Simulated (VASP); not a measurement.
Calculation: r2SCAN meta-GGA, VASP's PBE PAW potentials (set 64) (plane waves; VASP).

Input for VASP

POSCAR:
```
Rh
2.6993180
  0.9999998449   0.0000000000   0.0000000000
 -0.4999999225   0.8660252490   0.0000000000
  0.0000000000   0.0000000000   1.6164344297
Rh
2
Cart
  0.5000004225   0.2886747943   1.2123258223
 -0.0000005000   0.5773504547   0.4041086074
```

File KPOINTS_OPT:
```
k-points along high-symmetry lines
6
Line-mode
Reciprocal
  0.000000   0.000000   0.000000 ! GAMMA
  0.500000   0.000000   0.000000 ! M

  0.500000   0.000000   0.000000 ! M
  0.333333   0.333333   0.000000 ! K

  0.333333   0.333333   0.000000 ! K
  0.000000   0.000000   0.000000 ! GAMMA

  0.000000   0.000000   0.000000 ! GAMMA
  0.000000   0.000000   0.500000 ! A

  0.000000   0.000000   0.500000 ! A
  0.500000   0.000000   0.500000 ! L

  0.500000   0.000000   0.500000 ! L
  0.333333   0.333333   0.500000 ! H

  0.333333   0.333333   0.500000 ! H
  0.000000   0.000000   0.500000 ! A

  0.500000   0.000000   0.500000 ! L
  0.500000   0.000000   0.000000 ! M

  0.333333   0.333333   0.500000 ! H
  0.333333   0.333333   0.000000 ! K
```

File KPOINTS:
```
K-points
0
G
17 17 10
```

**INCAR**
```
ALGO = Normal   ! blocked Davidson
METAGGA = R2SCAN
ISIF = 2   ! forces and stress, cell fixed
LREAL = .FALSE.   ! projection in real space or not
LWAVE = .FALSE.
EDIFF = 1E-7   ! SCF stop (eV)
SYSTEM = Rh
NEDOS = 601   ! DOS grid
NELM = 100   ! most electronic steps
PREC = Accurate
LORBIT = 11   ! lm-projected
LCHARG = .FALSE.
LASPH = .TRUE.
ISMEAR = -5
ENCUT = 400
LMIXTAU = .TRUE.
LMAXMIX = 4   ! l cut-off of mixed one-centre charges
```

POTCAR, in this order: Rh_pv (PBE.64 set). Program: vasp_std.

The resulting files:

OSZICAR:
```
       N       E                     dE             d eps       ncg     rms          rms(c)
DAV:   1     0.248244738288E+03    0.24824E+03   -0.17643E+04  7628   0.158E+03
DAV:   2    -0.512067493524E+02   -0.29945E+03   -0.29165E+03  7872   0.483E+02
DAV:   3    -0.580560100599E+02   -0.68493E+01   -0.67352E+01  8185   0.823E+01
DAV:   4    -0.581136408980E+02   -0.57631E-01   -0.57613E-01  8703   0.742E+00
DAV:   5    -0.581145939722E+02   -0.95307E-03   -0.95412E-03  8261   0.968E-01    0.183E+01
DAV:   6    -0.492039744100E+02    0.89106E+01   -0.12752E+01  7719   0.416E+01    0.405E+00
DAV:   7    -0.477238590874E+02    0.14801E+01   -0.55629E-01  7761   0.870E+00    0.175E+00
DAV:   8    -0.489687512406E+02   -0.12449E+01   -0.71620E-01  7626   0.712E+00    0.214E+00
DAV:   9    -0.481773343332E+02    0.79142E+00   -0.12440E-01  7875   0.382E+00    0.927E-01
DAV:  10    -0.481450041969E+02    0.32330E-01   -0.41954E-02  7758   0.212E+00    0.913E-01
DAV:  11    -0.481589566703E+02   -0.13952E-01   -0.17619E-02  8067   0.113E+00    0.297E-01
DAV:  12    -0.481725409011E+02   -0.13584E-01   -0.28242E-03  7911   0.447E-01    0.165E-01
DAV:  13    -0.481806736594E+02   -0.81328E-02   -0.95893E-03  7953   0.928E-01    0.240E-01
DAV:  14    -0.481806953990E+02   -0.21740E-04   -0.11492E-03  7974   0.323E-01    0.180E-01
DAV:  15    -0.481803758544E+02    0.31954E-03   -0.23679E-04  8130   0.121E-01    0.123E-01
DAV:  16    -0.481805446125E+02   -0.16876E-03   -0.35103E-04  7872   0.177E-01    0.467E-02
DAV:  17    -0.481805642668E+02   -0.19654E-04   -0.73823E-05  7953   0.655E-02    0.102E-02
DAV:  18    -0.481805733322E+02   -0.90654E-05   -0.43436E-06  8109   0.156E-02    0.737E-03
DAV:  19    -0.481805462244E+02    0.27108E-04   -0.26467E-06  7851   0.157E-02    0.820E-04
DAV:  20    -0.481805544356E+02   -0.82112E-05   -0.39476E-07  7905   0.508E-03    0.550E-04
DAV:  21    -0.481805529913E+02    0.14443E-05   -0.77479E-08  4907   0.218E-03    0.401E-04
DAV:  22    -0.481805537385E+02   -0.74715E-06   -0.58391E-08  4185   0.205E-03    0.126E-04
DAV:  23    -0.481805533411E+02    0.39734E-06   -0.32668E-09  3855   0.504E-04    0.125E-04
DAV:  24    -0.481805534794E+02   -0.13831E-06   -0.23100E-09  3846   0.520E-04    0.289E-05
DAV:  25    -0.481805534793E+02    0.15552E-09   -0.19492E-10  3843   0.124E-04
   1 F= -.48180553E+02 E0= -.48180553E+02  d E =0.000000E+00
       N       E                     dE             ncg
```

### OUTCAR
```
------------------------ aborting loop because EDIFF is reached ----------------------------------------
  FORCE on cell =-STRESS in cart. coord.  units (eV):
  Direction    XX          YY          ZZ          XY          YZ          ZX
  --------------------------------------------------------------------------------------
  Total        0.0805931      0.0805931     -0.1774077      0.0000000     -0.0000000      0.0000000
  in kB        4.6898366      4.6898363    -10.3236286      0.0000000     -0.0000000      0.0000000
  external PRESSURE =      -0.3146519 kB  Pullay stress =       0.0000000 kB
  volume of cell :       27.53
      direct lattice vectors                 reciprocal lattice vectors
     2.699317581  0.000000000  0.000000000     0.370464004  0.213887498  0.000000000
    -1.349658791  2.337677543  0.000000000     0.000000000  0.427774995  0.000000000
     0.000000000  0.000000000  4.363270552     0.000000000  0.000000000  0.229185880
 POSITION                                       TOTAL-FORCE (eV/Angst)
 -----------------------------------------------------------------------------------
      1.34966      0.77923      3.27245         0.000000      0.000000      0.000000
     -0.00000      1.55845      1.09082        -0.000000      0.000000      0.000000
 -----------------------------------------------------------------------------------
    total drift:                               -0.000492      0.000299     -0.000046
  FREE ENERGIE OF THE ION-ELECTRON SYSTEM (eV)
  ---------------------------------------------------
  free  energy   TOTEN  =       -48.1805534793 eV

  energy  without entropy=      -48.1805534793  energy(sigma->0) =      -48.18055348

 total charge

# of ion       s       p       d       tot
------------------------------------------
    1        0.422   6.299   7.097  13.818
    2        0.422   6.299   7.097  13.818
--------------------------------------------------
tot          0.843  12.598  14.194  27.635
```
(Selected blocks of OUTCAR.)

For a metal the tetrahedron method with Blöchl corrections gives inexact stress and forces.

The structure comes from a computed database's Rh entry (P6_3/mmc); how it stands against other phases isn't given here. It was relaxed first.
